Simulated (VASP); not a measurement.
A convergence study with VASP on GaSb (zinc blende): a few settings are varied, all else stays as given below, so the limit is that of these other settings. The cell's lengths are 1 % over those of the tabulated start and one atom is moved, so it is off equilibrium.

```xyz
2
Lattice="0.0000 3.0805 3.0805 3.0805 0.0000 3.0805 3.0805 3.0805 0.0000" Properties=species:S:1:pos:R:3 pbc="T T T"
Ga     0.0000     0.0000     0.0000
Sb     1.6008     1.5402     1.5402
```

All values below come from PBEsol GGA, VASP's PBE PAW potentials (set 64) (plane waves; VASP). The last row used: 550 eV cut-off, 6×6×6 Γ-centred mesh, Gaussian smearing of 0.050 eV, potentials Ga_d Sb.

| setting | E (eV/atom) | pressure (GPa) | electronic steps |
|---|---|---|---|
| ALGO = Normal, EDIFF = 1E-2 | -4.0526 | -1.86 | 8 |
| ALGO = Normal, EDIFF = 1E-3 | -4.0526 | -1.58 | 8 |
| ALGO = Normal, EDIFF = 1E-4 | -4.0528 | -0.80 | 10 |
| ALGO = Normal, EDIFF = 1E-5 | -4.0528 | -0.79 | 10 |
| ALGO = Normal, EDIFF = 1E-6 | -4.0528 | -0.94 | 12 |
| ALGO = Normal, EDIFF = 1E-7 | -4.0528 | -0.93 | 13 |
| ALGO = Normal, EDIFF = 1E-8 | -4.0528 | -0.93 | 15 |
| ALGO = Normal, EDIFF = 1E-9 | -4.0528 | -0.93 | 17 |
| ALGO = Fast, EDIFF = 1E-2 | -4.0525 | -2.81 | 8 |
| ALGO = Fast, EDIFF = 1E-3 | -4.0527 | -0.30 | 9 |
| ALGO = Fast, EDIFF = 1E-4 | -4.0528 | -1.12 | 10 |
| ALGO = Fast, EDIFF = 1E-5 | -4.0528 | -0.99 | 12 |
| ALGO = Fast, EDIFF = 1E-6 | -4.0528 | -0.95 | 13 |
| ALGO = Fast, EDIFF = 1E-7 | -4.0528 | -0.95 | 14 |
| ALGO = Fast, EDIFF = 1E-8 | -4.0528 | -0.93 | 16 |
| ALGO = Fast, EDIFF = 1E-9 | -4.0528 | -0.93 | 19 |
| ALGO = All, EDIFF = 1E-2 | -4.0523 | -0.41 | 9 |
| ALGO = All, EDIFF = 1E-3 | -4.0527 | -1.11 | 10 |
| ALGO = All, EDIFF = 1E-4 | -4.0528 | -0.98 | 12 |
| ALGO = All, EDIFF = 1E-5 | -4.0528 | -0.93 | 13 |
| ALGO = All, EDIFF = 1E-6 | -4.0528 | -0.93 | 15 |
| ALGO = All, EDIFF = 1E-7 | -4.0528 | -0.93 | 16 |
| ALGO = All, EDIFF = 1E-8 | -4.0528 | -0.93 | 18 |
| ALGO = All, EDIFF = 1E-9 | -4.0528 | -0.93 | 20 |

Left out are rungs that failed or repeat a setting and relaxations that didn't move; long series are thinned to 24 rows.

The compound is GaSb in the zinc blende structure. The cell was not relaxed at this level, it is distorted from the ideal structure.
